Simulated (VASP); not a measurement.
Method: PBE GGA, VASP's PBE PAW potentials (set 64) (plane waves; VASP).

A VASP calculation is set up with these files.

POSCAR:
```
GdN
4.867950
  0.0000000000   0.5000000000   0.5000000000
  0.5000000000   0.0000000000   0.5000000000
  0.5000000000   0.5000000000   0.0000000000
Gd N
1 1
direct
  0.0000000000   0.0000000000   0.0000000000
  0.5000000000   0.5000000000   0.5000000000
```

INCAR:
```
SYSTEM = GdN
PREC = Accurate
ENCUT = 400
EDIFF = 1E-6
NELM = 100
ALGO = Normal
LREAL = .FALSE.
LASPH = .TRUE.
ISMEAR = -1
SIGMA = 0.01
GGA = PE
LMAXMIX = 6
LWAVE = .FALSE.
LCHARG = .FALSE.
ISIF = 2
ISPIN = 2
MAGMOM = 7.0 0.0
LORBIT = 11
```

### KPOINTS
```
K-points
0
Gamma
 6 6 6
```

POTCAR, in this order: Gd N (PBE.64 set). Program: vasp_std.

Output

### OUTCAR
```
 ion  position               nearest neighbor table
   1  0.000  0.000  0.000-   2 2.43   2 2.43   2 2.43   2 2.43   2 2.43   2 2.43
   2  0.500  0.500  0.500-   1 2.43   1 2.43   1 2.43   1 2.43   1 2.43   1 2.43
  LATTYP: Found a face centered cubic cell.
 ALAT       =     4.8679500000
 Subroutine PRICEL returns:
 Original cell was already a primitive cell.
 Subroutine GETGRP returns: Found 48 space group operations
The static configuration has the point symmetry O_h .
The dynamic configuration has the point symmetry O_h .
The overall configuration has the point symmetry O_h .
 Subroutine INISYM returns: Found 48 space group operations
 Subroutine IBZKPT returns following result:
 Found     16 irreducible k-points:

 Following reciprocal coordinates:
            Coordinates               Weight
  0.000000  0.000000  0.000000      1.000000
  0.166667  0.000000  0.000000      8.000000
  0.333333  0.000000  0.000000      8.000000
  0.500000  0.000000  0.000000      4.000000
  0.166667  0.166667  0.000000      6.000000
  0.333333  0.166667  0.000000     24.000000
  0.500000  0.166667  0.000000     24.000000
 -0.333333  0.166667  0.000000     24.000000
 -0.166667  0.166667  0.000000     12.000000
  0.333333  0.333333  0.000000      6.000000
  0.500000  0.333333  0.000000     24.000000
 -0.333333  0.333333  0.000000     12.000000
  0.500000  0.500000  0.000000      3.000000
  0.500000  0.333333  0.166667     24.000000
 -0.333333  0.333333  0.166667     24.000000
 -0.333333  0.500000  0.166667     12.000000
   k-points           NKPTS =     16   k-points in BZ     NKDIM =     16   number of bands    NBANDS=     19
   number of dos      NEDOS =    301   number of ions     NIONS =      2
   total plane-waves  NPLWV =  13824
   dimension x,y,z NGX =    24 NGY =   24 NGZ =   24
   dimension x,y,z NGXF=    48 NGYF=   48 NGZF=   48
   ions per type =               1   1
   PREC   = accura    normal or accurate (medium, high low for compatibility)
   ISTART =      0    job   : 0-new  1-cont  2-samecut
   ICHARG =      2    charge: 1-file 2-atom 10-const
   ISPIN  =      2    spin polarized calculation?
   LNONCOLLINEAR =      F non collinear calculations
   LSORBIT =      F    spin-orbit coupling
   INIWAV =      1    electr: 0-lowe 1-rand  2-diag
   ENCUT  =  400.0 eV  29.40 Ry    5.42 a.u.   5.61  5.61  5.61*2*pi/ulx,y,z
   NELM   =    100;   NELMIN=  2; NELMDL= -5     # of ELM steps
   EDIFF  = 0.1E-05   stopping-criterion for ELM
   LREAL  =      F    real-space projection
   NLSPLINE    = F    spline interpolate recip. space projectors
   LMAXMIX     =    6 max onsite mixed and CHGCAR
   VOSKOWN=      0    Vosko Wilk Nusair interpolation
   EDIFFG = 0.1E-04   stopping-criterion for IOM
   NSW    =      0    number of steps for IOM
   NBLOCK =      1;   KBLOCK =      1    inner block; outer block
   IBRION =     -1    ionic relax: 0-MD 1-quasi-New 2-CG
   NFREE  =      0    steps in history (QN), initial steepest desc. (CG)
   ISIF   =      2    stress and relaxation
   ISYM   =      2    0-nonsym 1-usesym 2-fastsym
   TEIN   =    0.0    initial temperature
   TEBEG  =    0.0;   TEEND  =   0.0 temperature during run
   SMASS  =  -3.00    Nose mass-parameter (am)
   PSTRESS=    0.0 pullay stress
   NELECT =      23.0000    total number of electrons
   EFERMI =   0.00;   METHOD = LEGACY
   ISMEAR =    -1;   SIGMA  =   0.01  broadening in eV -4-tet -1-fermi 0-gaus
   IALGO  =     38    algorithm
   LDIAG  =      T    sub-space diagonalisation (order eigenvalues)
   IMIX   =      4    mixing-type and parameters
     AMIX     =   0.40;   BMIX     =  1.00
     AMIX_MAG =   1.60;   BMIX_MAG =  1.00
     AMIN     =   0.10
   GGA     = PE    functional components
   VOSKOWN =     0    Vosko Wilk Nusair interpolation
...
```

File OSZICAR:
```
       N       E                     dE             d eps       ncg     rms          rms(c)
DAV:   1     0.114612887028E+03    0.11461E+03   -0.75383E+03  1539   0.482E+03
DAV:   2    -0.577823721716E+01   -0.12039E+03   -0.10661E+03  1512   0.354E+02
DAV:   3    -0.224442537092E+02   -0.16666E+02   -0.16246E+02  1783   0.124E+02
DAV:   4    -0.243348712628E+02   -0.18906E+01   -0.18732E+01  2392   0.299E+01
DAV:   5    -0.243850660436E+02   -0.50195E-01   -0.50062E-01  2004   0.596E+00    0.445E+01
DAV:   6    -0.294984005738E+02   -0.51133E+01   -0.63579E+01  1780   0.212E+02    0.196E+02
DAV:   7    -0.226905607572E+02    0.68078E+01   -0.60988E+01  1820   0.108E+02    0.793E+01
DAV:   8    -0.230000664299E+02   -0.30951E+00   -0.58066E+00  2015   0.119E+02    0.522E+01
DAV:   9    -0.346832567791E+02   -0.11683E+02   -0.34514E+01  1885   0.141E+02    0.936E+01
DAV:  10    -0.441536146781E+02   -0.94704E+01   -0.11931E+01  2220   0.624E+01    0.153E+02
DAV:  11    -0.280928202990E+02    0.16061E+02   -0.34674E+01  1794   0.110E+02    0.575E+01
DAV:  12    -0.233538692531E+02    0.47390E+01   -0.21311E+01  2041   0.938E+01    0.255E+01
DAV:  13    -0.234613148794E+02   -0.10745E+00   -0.20704E+00  2322   0.106E+01    0.376E+01
DAV:  14    -0.234993691423E+02   -0.38054E-01   -0.12086E-01  2068   0.523E+00    0.371E+01
DAV:  15    -0.233958219712E+02    0.10355E+00   -0.21333E-01  1659   0.115E+01    0.319E+01
DAV:  16    -0.232231677045E+02    0.17265E+00   -0.10771E+00  1670   0.282E+01    0.128E+01
DAV:  17    -0.231548743367E+02    0.68293E-01   -0.16792E-01  2015   0.203E+01    0.884E+00
DAV:  18    -0.230915328379E+02    0.63341E-01   -0.22433E-01  1666   0.291E+01    0.621E+00
DAV:  19    -0.231157893343E+02   -0.24256E-01   -0.12090E-01  2181   0.113E+01    0.106E+01
DAV:  20    -0.231006429544E+02    0.15146E-01   -0.52257E-02  1977   0.107E+01    0.118E+01
DAV:  21    -0.231272714290E+02   -0.26628E-01   -0.46033E-02  2104   0.667E+00    0.776E+00
DAV:  22    -0.231417822118E+02   -0.14511E-01   -0.77955E-03  1857   0.390E+00    0.959E+00
DAV:  23    -0.231239882812E+02    0.17794E-01   -0.36177E-02  1571   0.112E+01    0.612E+00
DAV:  24    -0.231204699241E+02    0.35184E-02   -0.20901E-02  1954   0.675E+00    0.293E+00
DAV:  25    -0.231210336176E+02   -0.56369E-03   -0.53602E-03  2200   0.679E-01    0.316E+00
DAV:  26    -0.231204594083E+02    0.57421E-03   -0.12709E-03  1790   0.165E+00    0.253E+00
DAV:  27    -0.231208140274E+02   -0.35462E-03   -0.82560E-04  1726   0.148E+00    0.276E+00
DAV:  28    -0.231213098715E+02   -0.49584E-03   -0.18971E-04  2250   0.631E-01    0.275E+00
DAV:  29    -0.231219890892E+02   -0.67922E-03   -0.11615E-02  1484   0.503E+00    0.138E+00
DAV:  30    -0.231201888857E+02    0.18002E-02   -0.57268E-03  1746   0.392E+00    0.192E+00
DAV:  31    -0.231204986858E+02   -0.30980E-03   -0.90557E-04  1996   0.267E-01    0.179E+00
DAV:  32    -0.231203700687E+02    0.12862E-03   -0.18948E-04  1786   0.518E-01    0.201E+00
DAV:  33    -0.231202441131E+02    0.12596E-03   -0.16363E-04  2041   0.168E-01    0.175E+00
DAV:  34    -0.231201073116E+02    0.13680E-03   -0.74118E-05  1788   0.452E-01    0.170E+00
DAV:  35    -0.231199448254E+02    0.16249E-03   -0.12477E-04  2192   0.485E-01    0.170E+00
DAV:  36    -0.231198366215E+02    0.10820E-03   -0.12917E-04  1693   0.635E-01    0.167E+00
DAV:  37    -0.231200139394E+02   -0.17732E-03   -0.49250E-04  1701   0.109E+00    0.876E-01
DAV:  38    -0.231199489658E+02    0.64974E-04   -0.66550E-05  1902   0.324E-01    0.760E-01
DAV:  39    -0.231199414031E+02    0.75627E-05   -0.34205E-05  2214   0.582E-02    0.688E-01
DAV:  40    -0.231199416270E+02   -0.22385E-06   -0.41963E-06  1426   0.120E-02
   1 F= -.23119942E+02 E0= -.23119750E+02  d E =-.384237E-03  mag=     7.0177
```

### OUTCAR
```
------------------------ aborting loop because EDIFF is reached ----------------------------------------
  FORCE on cell =-STRESS in cart. coord.  units (eV):
  Direction    XX          YY          ZZ          XY          YZ          ZX
  --------------------------------------------------------------------------------------
  Total        1.1876406      1.1876406      1.1876406      0.0000000      0.0000000      0.0000000
  in kB       65.9807557     65.9807557     65.9807557      0.0000000      0.0000000      0.0000000
  external PRESSURE =      65.9807557 kB  Pullay stress =       0.0000000 kB
  volume of cell :       28.84
      direct lattice vectors                 reciprocal lattice vectors
     0.000000000  2.433975000  2.433975000    -0.205425282  0.205425282  0.205425282
     2.433975000  0.000000000  2.433975000     0.205425282 -0.205425282  0.205425282
     2.433975000  2.433975000  0.000000000     0.205425282  0.205425282 -0.205425282
 POSITION                                       TOTAL-FORCE (eV/Angst)
 -----------------------------------------------------------------------------------
      0.00000      0.00000      0.00000         0.000000      0.000000     -0.000000
      2.43398      2.43398      2.43398         0.000000      0.000000      0.000000
 -----------------------------------------------------------------------------------
    total drift:                                0.000000     -0.000000     -0.000000
  FREE ENERGIE OF THE ION-ELECTRON SYSTEM (eV)
  ---------------------------------------------------
  free  energy   TOTEN  =       -23.1199416270 eV

  energy  without entropy=      -23.1195573898  energy(sigma->0) =      -23.11974951

 total charge

# of ion       s       p       d       f       tot
--------------------------------------------------
    1        2.039   5.671   0.583   6.996  15.289
    2        1.268   2.374   0.000   0.000   3.642
--------------------------------------------------
tot          3.307   8.045   0.583   6.996  18.931

 magnetization (x)

# of ion       s       p       d       f       tot
--------------------------------------------------
    1       -0.005  -0.079   0.096   6.793   6.805
    2       -0.008  -0.088   0.000   0.000  -0.097
--------------------------------------------------
tot         -0.014  -0.167   0.096   6.793   6.709
```
(Selected blocks of OUTCAR.)

At this cut-off the stress carries a Pulay error, which pulls relaxed volumes low. The moments were started parallel, and other spin orders were not tried in this run.

The structure is a typed GdN crystal (Fm-3m). The cell was not relaxed at this level. The k-mesh is coarse (spacing up to 0.37 per Å, 2π included), so the numbers may not be converged in it.
